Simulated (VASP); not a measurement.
Input of a VASP 6.6.1 run:

INCAR

```
PREC = Accurate ; ENCUT = 520
EDIFF = 1E-6 ; ISMEAR = 0
SIGMA = 0.1 ; LREAL = False
LASPH = True ; NELM = 100
ALGO = Normal ; ISIF = 2
LWAVE = False ; LCHARG = True
GGA = PE ; LELF = True
LVHAR = True ; NBANDS = 28
```

The input KPOINTS:

```
Automatic mesh
0
Gamma
  6 6 6
```

Contents of POSCAR:

```
Te3As4
1.0
    5.8072219284      0.0000000000      0.0000000000
    0.0000000000      5.8072219284      0.0000000000
    0.0000000000      0.0000000000      5.8072219284
Te As
3 4
Direct
    0.0000000000      0.0000000000      0.5000000000
    0.5000000000      0.0000000000      0.0000000000
    0.0000000000      0.5000000000      0.0000000000
    0.3322978846      0.6677021154      0.3322978846
    0.6677021154      0.3322978846      0.3322978846
    0.3322978846      0.3322978846      0.6677021154
    0.6677021154      0.6677021154      0.6677021154
```

Potentials or basis: VASP PAW PBE potentials, release 64 (Te, As).

Launch:

```console
$ cat potpaw_PBE.64/Te/POTCAR potpaw_PBE.64/As/POTCAR > POTCAR
$ mpirun -np 1 vasp_std > vasp.out
```

Task: Predict the band gap on the k mesh.

Result: None (metal or under the smearing width).

Task: What does it give for the pressure?

Result: 0.0 GPa.

Task: What does it give for the largest force?

Result: 0.011 eV/Å.

Forces on the atoms (eV/Å):
```
Te   0.000  0.000  0.000
Te   0.000  0.000  0.000
Te   0.000  0.000  0.000
As  -0.006  0.006 -0.006
As   0.006 -0.006 -0.006
As  -0.006 -0.006  0.006
As   0.006  0.006  0.006
```

The run has no spin-orbit coupling, so splittings on Te are missing.
